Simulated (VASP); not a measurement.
Energy against volume of V (bcc). Method: r2SCAN+rVV10, VASP's PBE PAW potentials (set 64) (plane waves; VASP 6.6.1). Numerical set-up: 520 eV cut-off, 17×17×17 Γ-centred mesh, first-order Methfessel-Paxton smearing of 0.10 eV, potentials V_sv.

| V (Å³/atom) | E (eV/atom) |
|---|---|
| 12.391 | -13.80394 |
| 12.786 | -13.83102 |
| 13.182 | -13.84106 |
| 13.577 | -13.83604 |

### Question
Fit these four points and predict the energy of the run at 13.972 Å³/atom.

### Answer
A cubic in V^(−2/3), the third-order Birch-Murnaghan form, passes through the four points with V0 = 13.24 Å³/atom and B0 = 200 GPa, and gives -13.8178 eV/atom there. The run gave -13.8180 eV/atom, -0.2 meV/atom from the fit; all five points give B0 = 199 GPa.

The compound is V in the bcc structure. It was relaxed first. The run is not spin-polarised, so no magnetic state was tried.
